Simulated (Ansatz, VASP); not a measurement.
# NbTeS (2H-NbSTe bilayer, like faces together) in two plane-wave programs, part 2 of 2

Wanted: the spread between two codes on one cell, functional and k mesh. The structure shown is the start of the Ansatz relaxation below; VASP solves that cell, so the two are compared at the walk's first step.

VASP 6.6.1 and Ansatz 0.2.0.

So far: Starting point; Ansatz: relaxation, PBE with D4.

**3. VASP: single point, PBE with D4, start cell**

Level of this step: PBE with D4, spin-polarised from a ferromagnetic start; plane waves and PAW (Te, Nb_sv, S) (VASP).

The same cell, functional, mesh and smearing now go to VASP, with its own data sets.

Lines of VASP's logs that name or quote its potential files are left out, and so is its time.

File INCAR:

```
SYSTEM = NbTeS
PREC = Accurate
ENCUT = 400
EDIFF = 1E-06
NELM = 200
ISMEAR = -1
SIGMA = 0.05
LREAL = .FALSE.
ALGO = Normal
GGA = PE
IVDW = 13
NBANDS = 35
ISPIN = 2
MAGMOM = 0.02 0.02 0.25 0.25 0.04 0.04
LASPH = .TRUE.
LMAXMIX = 4
LORBIT = 11
LWAVE = .FALSE.
LCHARG = .FALSE.
ISIF = 2
LDIPOL = .TRUE.
IDIPOL = 3
DIPOL = 0.5 0.5 0.5
LVHAR = .TRUE.
GGA_COMPAT = .FALSE.
NELMDL = -8
KPAR = 2
```

File POSCAR:

```
NbTeS
1.0
    3.6204320000      0.0000000000      0.0000000000
   -1.8102160000      3.1353860000      0.0000000000
    0.0000000000      0.0000000000     50.7579890000
Te Nb S
2 2 2
Direct
    0.3333332802      0.6666665604      0.4028922422
    0.6666667198      0.3333334396      0.5971077578
    0.0000000000      0.0000000000      0.4418102341
    0.3333332802      0.6666665604      0.5581897659
    0.3333332802      0.6666665604      0.4704479919
    0.6666667198      0.3333334396      0.5295519884
```

File KPOINTS:

```
Automatic mesh
0
Gamma
12 12 1
0 0 0
```

Potentials, in the order of the species: Te, Nb_sv and S (PBE family, release 64).

On the command line:

```console
> mpirun -np 2 vasp_std
```

Numbers of over 12 decimals in the logs are rounded to 6 here.

What it wrote:

```text
[banner, memory and clock lines left out]
running    2 mpi-ranks, on    1 nodes
 distrk:  each k-point on    1 cores,    2 groups
 distr:  one band on    1 cores,    1 groups

 POSCAR found type information on POSCAR TeNbS
 POSCAR found :  3 types and       6 ions
 LDA part: xc-table for (Slater+PW92), standard interpolation
|                                                                             |
|           W    W    AA    RRRRR   N    N  II  N    N   GGGG   !!!           |
|           W    W   A  A   R    R  NN   N  II  NN   N  G    G  !!!           |
|           W    W  A    A  R    R  N N  N  II  N N  N  G       !!!           |
|           W WW W  AAAAAA  RRRRR   N  N N  II  N  N N  G  GGG   !            |
|           WW  WW  A    A  R   R   N   NN  II  N   NN  G    G                |
|           W    W  A    A  R    R  N    N  II  N    N   GGGG   !!!           |
|                                                                             |
|     One of the lattice vectors is very long (>50 A), but AMIN is rather     |
|     large. This can spoil convergence since charge sloshing might occur     |
|     along the long lattice vector. If problems with convergence are         |
|     observed, try to decrease AMIN to a smaller value (e.g. 0.01).          |
|     Note: This warning only applies if the self-consistency cycle is        |
|     used.                                                                   |
|                                                                             |

 POSCAR, INCAR and KPOINTS ok, starting setup
 FFT: planning ... GRIDC
 FFT: planning ... GRID_SOFT
 FFT: planning ... GRID
 WAVECAR not read
 entering main loop
       N       E                     dE             d eps       ncg     rms          rms(c)
DAV:   1     0.356894136198E+03    0.35689E+03   -0.18890E+04  3412   0.870E+02
DAV:   2     0.843339943671E+01   -0.34846E+03   -0.33695E+03  3706   0.255E+02
DAV:   3    -0.386094892182E+02   -0.47043E+02   -0.46410E+02  4136   0.843E+01
DAV:   4    -0.420380900895E+02   -0.34286E+01   -0.33891E+01  4608   0.252E+01
DAV:   5    -0.421315387498E+02   -0.93449E-01   -0.92839E-01  4064   0.334E+00
DAV:   6    -0.421356208156E+02   -0.40821E-02   -0.40677E-02  4448   0.870E-01
DAV:   7    -0.421357677286E+02   -0.14691E-03   -0.14666E-03  4280   0.130E-01
DAV:   8    -0.421357777043E+02   -0.99757E-05   -0.99670E-05  4616   0.327E-02    0.141E+01
DAV:   9    -0.397934713269E+02    0.23423E+01   -0.98524E+00  4033   0.195E+01    0.911E+00
DAV:  10    -0.393648461868E+02    0.42863E+00   -0.33520E+00  3916   0.112E+01    0.443E+00
DAV:  11    -0.401196079110E+02   -0.75476E+00   -0.50471E+00  3576   0.736E+00    0.411E+00
DAV:  12    -0.404215425442E+02   -0.30193E+00   -0.73326E+00  3880   0.895E+00    0.439E+00
DAV:  13    -0.391488465090E+02    0.12727E+01   -0.32220E-01  3871   0.543E+00    0.139E+00
DAV:  14    -0.391626884510E+02   -0.13842E-01   -0.48140E-01  3314   0.162E+00    0.137E+00
[...]
DAV:  51    -0.391770788022E+02   -0.26047E-04   -0.19518E-06  2460   0.317E-03    0.135E-03
DAV:  52    -0.391770878631E+02   -0.90610E-05   -0.25761E-07  2192   0.189E-03    0.812E-04
DAV:  53    -0.391770932365E+02   -0.53734E-05   -0.10923E-07  1748   0.153E-03    0.476E-04
DAV:  54    -0.391770953405E+02   -0.21041E-05   -0.40004E-08  1733   0.109E-03    0.541E-04
DAV:  55    -0.391770969329E+02   -0.15924E-05   -0.52136E-08  1663   0.762E-04    0.316E-04
DAV:  56    -0.391770981653E+02   -0.12323E-05   -0.73339E-09  1669   0.444E-04    0.169E-04
DAV:  57    -0.391770992794E+02   -0.11142E-05   -0.14099E-08  1717   0.464E-04    0.188E-04
DAV:  58    -0.391770999445E+02   -0.66511E-06   -0.92243E-09  1685   0.373E-04
   1 F= -.41068222E+02 E0= -.41035475E+02  d E =-.654951E-01  mag=    -0.0000
```

From OUTCAR (step 3):

```text
ion  position               nearest neighbor table
   1  0.333  0.667  0.403-   3 2.88   3 2.88   3 2.88
   2  0.667  0.333  0.597-   4 2.88   4 2.88   4 2.88
   3  0.000  0.000  0.442-   5 2.55   5 2.55   5 2.55   1 2.88   1 2.88   1 2.88
   4  0.333  0.667  0.558-   6 2.55   6 2.55   6 2.55   2 2.88   2 2.88   2 2.88
   5  0.333  0.667  0.470-   3 2.55   3 2.55   3 2.55
   6  0.667  0.333  0.530-   4 2.55   4 2.55   4 2.55

  LATTYP: Found a hexagonal cell.
 ALAT       =     3.6204320000
 C/A-ratio  =    14.0198708331

 Subroutine GETGRP returns: Found  6 space group operations
 (whereof  6 operations were pure point group operations)

The static configuration has the point symmetry C_3v.

 Found     19 irreducible k-points:

   k-points           NKPTS =     19   k-points in BZ     NKDIM =     19   number of bands    NBANDS=     35

   dimension x,y,z NGX =    24 NGY =   24 NGZ =  336
   dimension x,y,z NGXF=    48 NGYF=   48 NGZF=  672

   ENCUT  =  400.0 eV  29.40 Ry    5.42 a.u.   5.90  5.90 82.77*2*pi/ulx,y,z

   NELECT =      50.0000    total number of electrons

 k-points in reciprocal lattice and weights: Automatic mesh
   0.00000000  0.00000000  0.00000000       0.007
   0.08333333 -0.00000000  0.00000000       0.042
   0.16666667  0.00000000  0.00000000       0.042
   0.25000000  0.00000000  0.00000000       0.042
   0.33333333 -0.00000000  0.00000000       0.042
   0.41666667  0.00000000  0.00000000       0.042
   0.50000000  0.00000000  0.00000000       0.021
   0.08333333  0.08333333  0.00000000       0.042
   0.16666667  0.08333333  0.00000000       0.083
[...]
0.33333333  0.25000000  0.00000000       0.083
   0.33333333  0.33333333  0.00000000       0.014

 dipolmoment           0.000000      0.000000     -0.000001 electrons x Angstroem

 average (electrostatic) potential at core
       1 -96.0301       2 -96.0255       3 -91.2591       4 -91.2557       5 -93.4558
       6 -93.4454

 E-fermi :  -2.0500

 spin component 1
 k-point     1 :       0.0000    0.0000    0.0000
  band No.  band energies     occupation
    ...
     20      -3.5173      1.00000
     21      -2.5872      0.99998
     22      -2.5872      0.99998
     23      -2.5759      0.99997
     24      -2.5759      0.99997
     25      -1.4340      0.00000
     26      -0.8056      0.00000
     27       0.3991      0.00000
     28       0.3991      0.00000
     29       0.5181      0.00000
    ...

 k-point     2 :       0.0833   -0.0000    0.0000
  band No.  band energies     occupation
    ...
     20      -3.5064      1.00000
     21      -2.7610      1.00000
     22      -2.7444      1.00000
     23      -2.6628      1.00000
     24      -2.6503      0.99999
     25      -1.4767      0.00001
     26      -1.0667      0.00000
     27       0.3731      0.00000
     28       0.3908      0.00000
     29       0.4658      0.00000
    ...

 k-point     3 :       0.1667    0.0000    0.0000
  band No.  band energies     occupation
    ...
     20      -3.7002      1.00000
     21      -3.1587      1.00000
     22      -3.1088      1.00000
     23      -2.7984      1.00000
     24      -2.7906      1.00000
     25      -1.6890      0.00073
     26      -1.5792      0.00008
     27      -0.0675      0.00000
     28      -0.0475      0.00000
     29       0.3616      0.00000
    ...

 k-point     4 :       0.2500    0.0000    0.0000
  band No.  band energies     occupation
    ...
     21      -3.4391      1.00000
     22      -3.2748      1.00000
     23      -2.8578      1.00000
     24      -2.8530      1.00000
     25      -2.1067      0.75668
     26      -2.0024      0.27863
     27      -0.2609      0.00000
     28      -0.2195      0.00000
     29       0.1135      0.00000
     30       0.2126      0.00000
    ...

 k-point     5 :       0.3333   -0.0000    0.0000
  band No.  band energies     occupation
    ...
     22      -3.3764      1.00000
     23      -2.8195      1.00000
     24      -2.8044      1.00000
     25      -2.3362      0.99675
     26      -2.2675      0.98726
     27      -0.1755      0.00000
     28      -0.1363      0.00000
     29      -0.0404      0.00000
     30       0.0308      0.00000
     31       0.8966      0.00000
    ...

 k-point     6 :       0.4167    0.0000    0.0000
  band No.  band energies     occupation
    ...
     22      -3.4079      1.00000
     23      -2.7624      1.00000
     24      -2.7257      1.00000
     25      -2.3443      0.99723
     26      -2.2746      0.98893
     27      -0.0711      0.00000
     28      -0.0308      0.00000
     29       0.0034      0.00000
     30       0.0257      0.00000
     31       1.0552      0.00000
    ...

  DFT-D4 for vdW energy calculation

  Edisp (eV):   -1.89112

  Total      -7.60131    -7.60131    -6.28352    -0.00000     0.00000     0.00000
  in kB     -21.13700   -21.13700   -17.47261    -0.00000     0.00000     0.00000
  external pressure =      -19.92 kB  Pullay stress =        0.00 kB

  energy-cutoff  :      400.00
  volume of cell :      576.18
      direct lattice vectors                 reciprocal lattice vectors
     3.620432000  0.000000000  0.000000000     0.276210132  0.159469998  0.000000000
    -1.810216000  3.135386000  0.000000000     0.000000000  0.318939997  0.000000000
     0.000000000  0.000000000 50.757989000     0.000000000  0.000000000  0.019701332

 POSITION                                       TOTAL-FORCE (eV/Angst)
 -----------------------------------------------------------------------------------
      0.00000      2.09026     20.45000         0.000000     -0.000000      0.710756
      1.81022      1.04513     30.30799        -0.000000     -0.000000     -0.727497
      0.00000      0.00000     22.42540        -0.000000     -0.000000      0.353657
      0.00000      2.09026     28.33259         0.000000      0.000000     -0.327866
      0.00000      2.09026     23.87899        -0.000000     -0.000000     -1.009353
      1.81022      1.04513     26.87899        -0.000000     -0.000000      1.000303
 -----------------------------------------------------------------------------------
    total drift:                                0.000001      0.000643     -0.000244

  FREE ENERGIE OF THE ION-ELECTRON SYSTEM (eV)
  ---------------------------------------------------
  free  energy   TOTEN  =       -41.0682222149 eV

  energy  without entropy=      -41.0027270985  energy(sigma->0) =      -41.03547466

 vacuum level on the upper side and lower side of the slab         2.918         2.918

 total charge
# of ion       s       p       d       tot
------------------------------------------
    1        1.386   1.964   0.042   3.393
    2        1.386   1.964   0.042   3.393
    3        2.142   6.000   2.339  10.482
    4        2.142   6.000   2.339  10.481
    5        1.351   2.326   0.000   3.677
    6        1.350   2.328   0.000   3.678
--------------------------------------------------
tot          9.757  20.583   4.762  35.103

 magnetization (x)
# of ion       s       p       d       tot
------------------------------------------
    1        0.000  -0.000  -0.000  -0.000
    2        0.000  -0.000  -0.000  -0.000
    3        0.000  -0.000  -0.000  -0.000
    4        0.000  -0.000  -0.000  -0.000
    5       -0.000  -0.000   0.000  -0.000
    6       -0.000  -0.000   0.000  -0.000
--------------------------------------------------
tot          0.000  -0.000  -0.000  -0.000

[... 6 further parts left out ...]
```

**4. Comparison**

Known differences besides the potentials themselves: VASP starts from the moments at which Ansatz ended; Ansatz cuts the interaction across the vacuum, VASP repeats the sheet with a dipole correction; the data sets hold 70 valence electrons in Ansatz (on its default PAW (the set named soft_2) files) and 50 in VASP; the cutoff is 420 eV in Ansatz and 400 eV in VASP. Total energies have different zeros and are not compared.

Forces (eV/Å; atoms numbered as in POSCAR):

```csv
atom,"Ansatz x, y, z","VASP x, y, z"
Te1,"0.000, 0.000, 0.652","0.000, 0.000, 0.711"
Te2,"0.000, 0.000, -0.668","0.000, 0.000, -0.727"
Nb3,"0.000, 0.000, 0.398","0.000, 0.000, 0.354"
Nb4,"0.000, 0.000, -0.366","0.000, 0.000, -0.328"
S5,"0.000, 0.000, -0.997","0.000, 0.000, -1.009"
S6,"0.000, 0.000, 0.981","0.000, 0.000, 1.000"
```

The forces differ by 25 meV/Å r.m.s., which is 5.8 % of the r.m.s. force of 0.427 eV/Å (both taken over all components). Moments aren't recorded for both runs of this pair, so they may hold unlike magnetic states. With vacuum in the cell, a pressure given here is an average over mostly empty space and none of the material.

**5. What came out**

```yaml
r_m_s_force_difference_single_point_pbe_with_d4_start_cell: 5.8 % of the r.m.s. force
```

In words: The r.m.s. force difference is 5.8 % of the r.m.s. force (single point, PBE with D4, start cell), beyond the 3 % picked in this series as the mark of a large difference. The data sets hold unlike numbers of valence electrons (70 in Ansatz and 50 in VASP), so part of the differences comes from the potentials. What causes the difference of the single point, PBE with D4, start cell pair stays open here. How closely two codes agree says nothing of how well the functional describes the real material.

[Lines on the potential files, build, host, timing and source positions are cut from VASP's logs without a mark.]

[Logs are printed without paths, hosts, clocks, repeated set-up lines and the standing remarks that a program may print on its own settings, such as how far it seeks lower states.]

[Hosts, paths, dates, database ids (printed as entryN), source tags and the programs' standing remarks are cut or masked in the printed files.]
